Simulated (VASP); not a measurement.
# Sr3B2C (P6/mmm) in VASP: reference runs

Aim: a first look at Sr3B2C with PBE, on the cell as given.

Everything below comes from runs of VASP 6.6.1. Logs are shortened: lines on timing, memory, paths and dates and some standing lists are left out, and cuts for length are marked.

## Step 1: The crystal as given

The structure is hexagonal, space group P6/mmm (No. 191). Conventional cell: a = 7.465 Å, b = 7.465 Å, c = 3.600 Å, α = 90.00°, β = 90.00°, γ = 120.00°. Sr (site symmetry mmm) has 4 B at 2.81 Å as nearest neighbours. Around B (site symmetry -6m2) lie 6 Sr at 2.81 Å. C (site symmetry 6/mmm) has 2 C at 3.60 Å as nearest neighbours.

The cell was built by a generator and needn't be a form met in nature.

## Step 2: Single point, PBE

Contents of INCAR:

```
SYSTEM = Sr3B2C
PREC     = Accurate       ! precision mode
ENCUT    = 520            ! plane-wave cutoff, eV
EDIFF    = 1E-7           ! SCF threshold, eV
ISMEAR   = -1             ! smearing method
SIGMA    = 0.05           ! smearing width, eV
LREAL    = .False.        ! projectors in reciprocal space
LASPH    = .True.         ! aspherical terms in the spheres
NELM     = 80             ! most SCF steps
ALGO     = Normal         ! electronic algorithm
ISIF     = 2              ! what is computed and relaxed
LWAVE    = .False.        ! write WAVECAR
LCHARG   = .False.        ! write CHGCAR
GGA      = PE             ! functional
NBANDS   = 29             ! bands
```

Contents of KPOINTS:

```
regular mesh
0
Gamma
  4 4 7
  0 0 0
```

Contents of POSCAR:

```
Sr3B2C
1.0
    7.4645900000      0.0000000000      0.0000000000
   -3.7322900000      6.4645200000      0.0000000000
    0.0000000000      0.0000000000      3.5997600000
Sr B C
3 2 1
Direct
    0.5000000000      0.0000000000      0.5000000000
    0.5000000000      0.5000000000      0.5000000000
    0.0000000000      0.5000000000      0.5000000000
    0.3333300000      0.6666700000      0.0000000000
    0.6666700000      0.3333300000      0.0000000000
    0.0000000000      0.0000000000      0.0000000000
```

Potentials or basis: VASP PAW PBE potentials, release 64 (Sr_sv, B, C).

Command:

```
$ cat potpaw_PBE.64/Sr_sv/POTCAR potpaw_PBE.64/B/POTCAR potpaw_PBE.64/C/POTCAR > POTCAR
$ mpirun -np 1 vasp_std > vasp.out
```

OUTCAR:

```text
SYSTEM = Sr3B2C
   PREC = Accurate
   ENCUT = 520
   EDIFF = 1E-7
   ISMEAR = -1
   LREAL = .False.
   LASPH = .True.
   NELM = 80
   ISIF = 2
   GGA = PE

 ion  position               nearest neighbor table
   1  0.500  0.000  0.500-   4 2.81   5 2.81   4 2.81   5 2.81   2 3.73   2 3.73   3 3.73   3 3.73

   2  0.500  0.500  0.500-   4 2.81   5 2.81   4 2.81   5 2.81   1 3.73   1 3.73   3 3.73   3 3.73

   3  0.000  0.500  0.500-   4 2.81   5 2.81   4 2.81   5 2.81   1 3.73   1 3.73   2 3.73   2 3.73

   4  0.333  0.667  0.000-   1 2.81   1 2.81   3 2.81   3 2.81   2 2.81   2 2.81
   5  0.667  0.333  0.000-   1 2.81   1 2.81   3 2.81   3 2.81   2 2.81   2 2.81
   6  0.000  0.000  0.000-

  LATTYP: Found a hexagonal cell.
 ALAT       =     7.4645900000
 C/A-ratio  =     0.4822448386

  Lattice vectors:

 A1 = (   7.4645900000,   0.0000000000,   0.0000000000)
 A2 = (  -3.7322900000,   6.4645200000,   0.0000000000)
 A3 = (   0.0000000000,   0.0000000000,   3.5997600000)

Analysis of symmetry for initial positions (statically):
=====================================================================
 Subroutine PRICEL returns:
 Original cell was already a primitive cell.

 Routine SETGRP: Setting up the symmetry group for a
 hexagonal supercell.

 Subroutine GETGRP returns: Found  8 space group operations
 (whereof  8 operations were pure point group operations)
 out of a pool of 24 trial point group operations.

The static configuration has the point symmetry D_2h.

Analysis of symmetry for dynamics (positions and initial velocities):
=====================================================================
 Subroutine PRICEL returns:
 Original cell was already a primitive cell.

 Routine SETGRP: Setting up the symmetry group for a
 hexagonal supercell.

 Subroutine GETGRP returns: Found  8 space group operations
 (whereof  8 operations were pure point group operations)
 out of a pool of 24 trial point group operations.

The dynamic configuration has the point symmetry D_2h.

 Subroutine INISYM returns: Found  8 space group operations
 (whereof  8 operations are pure point group operations),
 and found     1 'primitive' translations

----------------------------------------------------------------------------------------

                                     Primitive cell

  volume of cell :     173.7064
[... 97 lines left out ...]
   EDIFF  = 0.1E-06   stopping-criterion for ELM
   LREAL  =      F    real-space projection
   EDIFFG = 0.1E-05   stopping-criterion for IOM
   NSW    =      0    number of steps for IOM
   IBRION =     -1    ionic relax: 0-MD 1-quasi-New 2-CG
   NFREE  =      0    steps in history (QN), initial steepest desc. (CG)
   ISIF   =      2    stress and relaxation
   ISYM   =      2    0-nonsym 1-usesym 2-fastsym
   POTIM  = 0.5000    time-step for ionic-motion
   TEBEG  =    0.0;   TEEND  =   0.0 temperature during run
   PSTRESS=    0.0 pullay stress
   NELECT =      40.0000    total number of electrons
   NUPDOWN=      -1.0000    fix difference up-down
   EMIN   =  10.00;   EMAX   =-10.00  energy-range for DOS
   EFERMI =   0.00;   METHOD = LEGACY
   ISMEAR =    -1;   SIGMA  =   0.05  broadening in eV -4-tet -1-fermi 0-gaus
   EFERMI_NEDOS =   21; number of points for ismear=-14 and -15
   IALGO  =     38    algorithm
   IMIX   =      4    mixing-type and parameters
     AMIX     =   0.40;   BMIX     =  1.00
     AMIX_MAG =   1.60;   BMIX_MAG =  1.00
  volume/ion in A,a.u.               =      28.95       195.37
  Fermi-wavevector in a.u.,A,eV,Ry     =   1.003436  1.896219 13.699479  1.006883
  Thomas-Fermi vector in A             =   2.135987
   LORBIT       =      0    0 simple, 1 ext, 2 COOP (PROOUT), +10 PAW based schemes
   GGA     = PE    functional components
   LHFCALC =     F    Hartree Fock is set to
   AEXX    =    0.0000 exact exchange contribution
   IVDW    =     0    specifies the selected vdW correction
   LEPSILON=     F    determine dielectric tensor
   LRPA    =     F    only Hartree local field effects (RPA)
 non-spin polarized calculation
  energy-cutoff  :      520.00
  volume of cell :      173.71
 maximum number of plane-waves:      4699
   NGX = 27   NGY = 27   NGZ = 13

 number of electron      39.9999999 magnetization

 Free energy of the ion-electron system (eV)
  ---------------------------------------------------
  ext. energy  EPLUGINS =         0.00000000
  ---------------------------------------------------
  free energy    TOTEN  =       -16.88245303 eV

  energy without entropy =      -16.80667088  energy(sigma->0) =      -16.84456196

 E-fermi :   1.0842     XC(G=0):  -8.1218

 val. band max:        1.0671593526   @ k =   0.5000   0.0000   0.2857
 cond. band min:       1.0925370443   @ k =   0.2500   0.2500   0.1429
 fundamental gap:      0.0253776917
 Fermi energy:         1.0842300562

 k-point     1 :       0.0000    0.0000    0.0000
  band No.  band energies     occupation
      1     -33.9075      2.00000
      2     -33.8631      2.00000
      3     -33.8630      2.00000
      4     -16.3512      2.00000
      5     -16.1329      2.00000
      6     -16.1328      2.00000
[... 757 lines left out ...]
     28       4.6692      0.00000
     29       4.8136      0.00000

 [... further k-points ...]

------------------------ aborting loop because EDIFF is reached ----------------------------------------

  FORCE on cell =-STRESS in cart. coord.  units (eV):
  Direction    XX          YY          ZZ          XY          YZ          ZX
  --------------------------------------------------------------------------------------
  -------------------------------------------------------------------------------------
  Total        0.1754001      0.1757045      0.1913647      0.0002640      0.0000000      0.0000000
  in kB        1.6177989      1.6206066      1.7650482      0.0024348      0.0000000      0.0000000
  external PRESSURE =       1.6678179 kB  Pullay stress =       0.0000000 kB

 VOLUME and BASIS-vectors are now :
 -----------------------------------------------------------------------------
  energy-cutoff  :      520.00
  volume of cell :      173.71
      direct lattice vectors                 reciprocal lattice vectors
     7.464590000  0.000000000  0.000000000     0.133965831  0.077345159  0.000000000
    -3.732290000  6.464520000  0.000000000     0.000000000  0.154690526  0.000000000
     0.000000000  0.000000000  3.599760000     0.000000000  0.000000000  0.277796298

 POSITION                                       TOTAL-FORCE (eV/Angst)
 -----------------------------------------------------------------------------------
      3.73230      0.00000      1.79988        -0.000000      0.000000      0.000000
      1.86615      3.23226      1.79988        -0.000000      0.000000      0.000000
     -1.86614      3.23226      1.79988         0.000000      0.000000      0.000000
     -0.00003      4.30970      0.00000         0.000153     -0.000089      0.000000
      3.73233      2.15482      0.00000        -0.000153      0.000089      0.000000
      0.00000      0.00000      0.00000         0.000000      0.000000      0.000000
 -----------------------------------------------------------------------------------
    total drift:                               -0.000000      0.000000     -0.000000

  FREE ENERGIE OF THE ION-ELECTRON SYSTEM (eV)
  ---------------------------------------------------
  free  energy   TOTEN  =       -16.8824530339 eV

  energy  without entropy=      -16.8066708775  energy(sigma->0) =      -16.84456196
```

Wall time 3.3 min (1 thread of Intel Xeon Platinum 8375C at 2.90GHz (Ice Lake), shared host); peak memory 0.36 GiB.

Results:

```yaml
Free_energy: -16.8825 eV
Pressure: 0.2 GPa
Band_gap_on_the_k_mesh: none (metal or under the smearing width)
```

Levels at points of the mesh, in eV from the Fermi level:
```tsv
k point	band 15	band 16	band 17	band 18	band 19	band 20	band 21	band 22	band 23	band 24
(0.00, 0.00, 0.00)	-4.63	-1.56	-1.56	-0.60	-0.60	0.40	1.18	1.24	1.24	1.30
(0.50, 0.00, 0.00)	-5.33	-1.68	-0.83	-0.64	0.04	0.07	0.40	0.86	1.29	1.43
(0.50, 0.50, 0.00)	-5.33	-1.68	-0.83	-0.64	0.04	0.07	0.40	0.86	1.29	1.43
```
